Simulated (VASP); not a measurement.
# Si3N4 (Fd-3m) in VASP: settings compared, part 2 of 3

VASP 6.6.1. The steps go on from the part before.

### 3 Band structure, TB-mBJ

File POSCAR:

```
Si3N4                                   
1.0
    0.0000000000      3.8722300466      3.8722300466
    3.8722300466      0.0000000000      3.8722300466
    3.8722300466      3.8722300466      0.0000000000
  Si              N             
     6     8
Direct
     0.1250000000000000    0.1250000000000000    0.6250000000000000
     0.1250000000000000    0.6250000000000000    0.1250000000000000
     0.6250000000000000    0.1250000000000000    0.1250000000000000
     0.1250000000000000    0.1250000000000000    0.1250000000000000
     0.7500000000000000    0.7500000000000000    0.7500000000000000
     0.5000000000000000    0.5000000000000000    0.5000000000000000
     0.3675589953097429    0.3675589953097429    0.3675589953097429
     0.3526769859292429    0.8824410046902571    0.8824410046902571
     0.8824410046902571    0.8824410046902571    0.3526769859292429
     0.8824410046902571    0.3526769859292429    0.8824410046902571
     0.3675589953097429    0.3675589953097429    0.8973230140707571
     0.3675589953097429    0.8973230140707571    0.3675589953097429
     0.8824410046902571    0.8824410046902571    0.8824410046902571
     0.8973230140707571    0.3675589953097429    0.3675589953097429
```

File INCAR.step1:

```
SYSTEM = Si3N4
  ALGO = Normal
  EDIFF = 1E-5
  ENCUT = 520
  GGA = PE
  ISIF = 2
  ISMEAR = 0
  KPAR = 4
  LASPH = .TRUE.
  LCHARG = .FALSE.
  LREAL = .FALSE.
  LWAVE = .TRUE.
  NBANDS = 45
  NELM = 80
  PREC = Accurate
  SIGMA = 0.03
```

File INCAR.step2:

```
SYSTEM = Si3N4
  ALGO = Normal
  EDIFF = 1E-6
  ENCUT = 520
  ISIF = 2
  ISMEAR = 0
  ISTART = 1
  KPAR = 4
  LASPH = .TRUE.
  LCHARG = .FALSE.
  LREAL = .FALSE.
  LWAVE = .FALSE.
  METAGGA = MBJ
  NBANDS = 45
  NELM = 80
  PREC = Accurate
  SIGMA = 0.03
```

File KPOINTS:

```
k-points
0
G
  6 6 6
  0 0 0
```

KPOINTS_OPT is that of step 2.

Potentials or basis: VASP PAW PBE potentials, release 64 (Si, N).

Started as:

```console
$ cat potpaw_PBE.64/Si/POTCAR potpaw_PBE.64/N/POTCAR > POTCAR
$ cp INCAR.step1 INCAR
$ mpirun -np 4 vasp_std > vasp.out
$ cp INCAR.step2 INCAR
$ mpirun -np 4 vasp_std > vasp.out
```

Wall time 4.4 min (4 MPI ranks of Intel Xeon 6975P-C (Granite Rapids), shared host); peak memory 0.33 GiB.

It converged, with:

```
Band gap on the k mesh  : 4.72 eV, indirect (least direct gap 4.80 eV)
Band gap along the path : 4.72 eV, indirect (least direct gap 4.80 eV)
```

Levels at the corners of the path, in eV from the valence-band top:
```csv
point,band 29,band 30,band 31,band 32,band 33,band 34,band 35,band 36
Γ,-0.11,-0.08,-0.08,-0.08,4.72,4.72,4.72,6.27
X,-1.10,-1.10,-0.36,-0.36,8.13,8.13,8.42,8.42
X,-1.10,-1.10,-0.36,-0.36,8.13,8.13,8.42,8.42
W,-1.03,-1.03,-0.65,-0.65,8.18,8.18,8.66,8.66
W,-1.03,-1.03,-0.65,-0.65,8.18,8.18,8.66,8.66
K,-1.40,-1.18,-0.86,-0.17,7.68,8.16,8.48,8.53
K,-1.40,-1.18,-0.86,-0.17,7.68,8.16,8.48,8.53
Γ,-0.11,-0.08,-0.08,-0.08,4.72,4.72,4.72,6.27
Γ,-0.11,-0.08,-0.08,-0.08,4.72,4.72,4.72,6.27
L,-0.51,-0.51,-0.26,-0.26,6.35,7.31,7.31,7.50
L,-0.51,-0.51,-0.26,-0.26,6.35,7.31,7.31,7.50
U,-1.40,-1.18,-0.86,-0.17,7.68,8.16,8.48,8.53
U,-1.40,-1.18,-0.86,-0.17,7.68,8.16,8.48,8.53
W,-1.03,-1.03,-0.65,-0.65,8.18,8.18,8.66,8.66
W,-1.03,-1.03,-0.65,-0.65,8.18,8.18,8.66,8.66
L,-0.51,-0.51,-0.26,-0.26,6.35,7.31,7.31,7.50
L,-0.51,-0.51,-0.26,-0.26,6.35,7.31,7.31,7.50
K,-1.40,-1.18,-0.86,-0.17,7.68,8.16,8.48,8.53
U,-1.40,-1.18,-0.86,-0.17,7.68,8.16,8.48,8.53
X,-1.10,-1.10,-0.36,-0.36,8.13,8.13,8.42,8.42
```

### 4 Dielectric tensor, PBE

File INCAR:

```
PREC = Accurate ; ENCUT = 520
EDIFF = 1E-8 ; ISMEAR = 0
SIGMA = 0.03 ; LREAL = F
LASPH = T ; NELM = 80
ALGO = Fast ; ISIF = 2
LWAVE = F ; LCHARG = F
GGA = PE ; LEPSILON = T
KPAR = 4
```

File KPOINTS:

```
regular mesh
0
Monkhorst-Pack
  8 8 8
```

POSCAR is that of step 3.

Potentials or basis: VASP PAW PBE potentials, release 64 (Si, N).

Started as:

```console
$ cat potpaw_PBE.64/Si/POTCAR potpaw_PBE.64/N/POTCAR > POTCAR
$ mpirun -np 4 vasp_std > vasp.out
```

OUTCAR:

```text
PREC = Accurate
   ENCUT = 520
   EDIFF = 1E-8
   ISMEAR = 0
   LREAL = F
   LASPH = T
   NELM = 80
   ISIF = 2
   GGA = PE
   LEPSILON = T

 ion  position               nearest neighbor table
   1  0.125  0.125  0.625-   7 1.88  13 1.88  10 1.88  12 1.88   8 1.88  14 1.88   4 2.74   2 2.74
                             3 2.74   4 2.74   2 2.74   3 2.74
   2  0.125  0.625  0.125-   7 1.88  13 1.88   8 1.88  14 1.88   9 1.88  11 1.88   4 2.74   1 2.74
                             1 2.74   3 2.74   4 2.74   3 2.74
   3  0.625  0.125  0.125-   7 1.88  13 1.88  12 1.88  10 1.88   9 1.88  11 1.88   4 2.74   1 2.74
                             2 2.74   1 2.74   2 2.74   4 2.74
   4  0.125  0.125  0.125-   8 1.88   9 1.88  10 1.88  11 1.88  12 1.88  14 1.88   1 2.74   2 2.74
                             3 2.74   1 2.74   2 2.74   3 2.74
   5  0.750  0.750  0.750-   8 1.78   9 1.78  10 1.78  13 1.78
   6  0.500  0.500  0.500-  11 1.78  12 1.78  14 1.78   7 1.78
   7  0.368  0.368  0.368-   6 1.78   2 1.88   3 1.88   1 1.88
   8  0.353  0.882  0.882-   5 1.78   4 1.88   2 1.88   1 1.88
   9  0.882  0.882  0.353-   5 1.78   4 1.88   2 1.88   3 1.88
  10  0.882  0.353  0.882-   5 1.78   4 1.88   3 1.88   1 1.88
  11  0.368  0.368  0.897-   6 1.78   4 1.88   2 1.88   3 1.88
  12  0.368  0.897  0.368-   6 1.78   4 1.88   3 1.88   1 1.88
  13  0.882  0.882  0.882-   5 1.78   2 1.88   3 1.88   1 1.88
  14  0.897  0.368  0.368-   6 1.78   4 1.88   2 1.88   1 1.88

[... 1350 lines left out ...]
  x     0.00000     0.00000    -0.00000     0.00000     0.00000    -0.00000
  y     0.00000    -0.00000    -0.00000     0.00000     0.00000     0.00000
  z     0.00000     0.00000     0.00000     0.00000     0.00000     0.00000

 BORN EFFECTIVE CHARGES (including local field effects) (in |e|, cummulative output)
 ---------------------------------------------------------------------------------
 ion    1
    1     3.65253     0.16283    -0.16283
    2     0.16283     3.65253    -0.16283
    3    -0.16283    -0.16283     3.65253
 ion    2
    1     3.65253    -0.16283     0.16283
    2    -0.16283     3.65253    -0.16283
    3     0.16283    -0.16283     3.65253
 ion    3
    1     3.65253    -0.16283    -0.16283
    2    -0.16283     3.65253     0.16283
    3    -0.16283     0.16283     3.65253
 ion    4
    1     3.65253     0.16283     0.16283
    2     0.16283     3.65253     0.16283
    3     0.16283     0.16283     3.65253
 ion    5
[... 24 lines left out ...]
    1    -2.71750    -0.22146     0.22146
    2    -0.22146    -2.71750     0.22146
    3     0.22146     0.22146    -2.71750
 ion   12
    1    -2.71750     0.22146    -0.22146
    2     0.22146    -2.71750     0.22146
    3    -0.22146     0.22146    -2.71750
 ion   13
    1    -2.71750    -0.22146    -0.22146
    2    -0.22146    -2.71750    -0.22146
    3    -0.22146    -0.22146    -2.71750
 ion   14
    1    -2.71750     0.22146     0.22146
    2     0.22146    -2.71750    -0.22146
    3     0.22146    -0.22146    -2.71750
```

OSZICAR:

```text
N       E                     dE             d eps       ncg     rms          rms(c)
DAV:   1     0.282130292668E+03    0.28213E+03   -0.33034E+04  4800   0.152E+03
DAV:   2    -0.106822589059E+03   -0.38895E+03   -0.37223E+03  6136   0.306E+02
DAV:   3    -0.125354217736E+03   -0.18532E+02   -0.18404E+02  5760   0.736E+01
[... 12 lines left out ...]
RMM:   7    -0.146835454071E+01   -0.66403E-03   -0.82413E-06 20226   0.135E-02    0.551E-03
RMM:   8    -0.146856045021E+01   -0.20591E-03   -0.18516E-06 20089   0.570E-03    0.763E-04
RMM:   9    -0.146857420346E+01   -0.13753E-04   -0.78595E-07 20411   0.846E-04    0.373E-04
RMM:  10    -0.146858754140E+01   -0.13338E-04   -0.82894E-07 20417   0.718E-04    0.140E-04
RMM:  11    -0.146858598240E+01    0.15590E-05   -0.11371E-06 19575   0.351E-04    0.207E-05
RMM:  12    -0.146858602839E+01   -0.45992E-07   -0.10640E-06 13527   0.209E-04    0.843E-06
```

stdout:

```text
POSCAR found type information on POSCAR SiN
 POSCAR found :  2 types and      14 ions
 scaLAPACK will be used
 LDA part: xc-table for (Slater+PW92), standard interpolation
 -----------------------------------------------------------------------------
|                                                                             |
|           W    W    AA    RRRRR   N    N  II  N    N   GGGG   !!!           |
[... 38 lines left out ...]
  Direction:   1
 dielectric tensor                  component  1 :     5.240     0.134    -0.134
 Linear response to external field, progress :
  Direction:   2
 dielectric tensor                  component  2 :     0.134     5.240    -0.134
 Linear response to external field, progress :
  Direction:   3
 dielectric tensor                  component  3 :     0.169    -0.169     5.240
 Born effective charges drift removed
```

Run time: 13 min. Hardware: 4 MPI ranks of Intel Xeon 6975P-C (Granite Rapids), shared host; peak memory 1.4 GiB.

Results:

* Electronic dielectric tensor (diagonal): 5.24
* Born charges (mean of the diagonal): Si +3.65, +3.56; N -2.72 e

Levels at points of the mesh, in eV from the valence-band top:
| k point | band 30 | band 31 | band 32 | band 33 | band 34 | band 35 |
| --- | --- | --- | --- | --- | --- | --- |
| (0.06, 0.06, 0.06) | -0.14 | -0.03 | -0.03 | 3.48 | 3.49 | 3.49 |

Electronic dielectric tensor:
```
5.24 0.00 0.00
0.00 5.24 0.00
0.00 0.00 5.24
```

Born effective charge tensors (e):
atom 1, Si
```
 3.65  0.16 -0.16
 0.16  3.65 -0.16
-0.16 -0.16  3.65
```
atom 2, Si
```
 3.65 -0.16  0.16
-0.16  3.65 -0.16
 0.16 -0.16  3.65
```
atom 3, Si
```
 3.65 -0.16 -0.16
-0.16  3.65  0.16
-0.16  0.16  3.65
```
atom 4, Si
```
3.65 0.16 0.16
0.16 3.65 0.16
0.16 0.16 3.65
```
atom 5, Si
```
3.56 0.00 0.00
0.00 3.56 0.00
0.00 0.00 3.56
```
atom 6, Si
```
3.56 0.00 0.00
0.00 3.56 0.00
0.00 0.00 3.56
```
atom 7, N
```
-2.72 -0.22 -0.22
-0.22 -2.72 -0.22
-0.22 -0.22 -2.72
```
atom 8, N
```
-2.72  0.22  0.22
 0.22 -2.72 -0.22
 0.22 -0.22 -2.72
```
atom 9, N
```
-2.72 -0.22  0.22
-0.22 -2.72  0.22
 0.22  0.22 -2.72
```
atom 10, N
```
-2.72  0.22 -0.22
 0.22 -2.72  0.22
-0.22  0.22 -2.72
```
atom 11, N
```
-2.72 -0.22  0.22
-0.22 -2.72  0.22
 0.22  0.22 -2.72
```
atom 12, N
```
-2.72  0.22 -0.22
 0.22 -2.72  0.22
-0.22  0.22 -2.72
```
atom 13, N
```
-2.72 -0.22 -0.22
-0.22 -2.72 -0.22
-0.22 -0.22 -2.72
```
atom 14, N
```
-2.72  0.22  0.22
 0.22 -2.72 -0.22
 0.22 -0.22 -2.72
```

(Part 2 of 3 ends here.)
